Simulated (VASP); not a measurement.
Consider the following.

```xyz
4
Lattice="4.0596 0.0000 0.0000 0.0000 4.0596 0.0000 0.0000 0.0000 5.1204" Properties=species:S:1:pos:R:3 pbc="T T T"
Pb     2.0298     0.0000     3.9171
Pb     0.0000     2.0298     1.2033
O      2.0298     2.0298     0.0000
O      0.0000     0.0000     0.0000
```

Calculation: PBE GGA, VASP's PBE PAW potentials (set 64) (plane waves; VASP 6.6.1). Run with 520 eV cut-off, 4×4×4 Γ-centred mesh, Gaussian smearing of 0.050 eV, potentials Pb_d O.

Which forces act on the atoms, in eV/Å?

```csv
atom,Fx,Fy,Fz
Pb1,0.000,0.000,0.303
Pb2,0.000,0.000,-0.303
O3,0.000,0.000,0.000
O4,0.000,0.000,0.000
```

Give the stress tensor in GPa (positive for a compressed cell).

```
-0.14   0.00   0.00
 0.00  -0.14   0.00
 0.00   0.00  -0.17
```
The pressure is its mean diagonal, -0.15 GPa.

The compound is PbO in the litharge structure. The cell was not relaxed at this level.
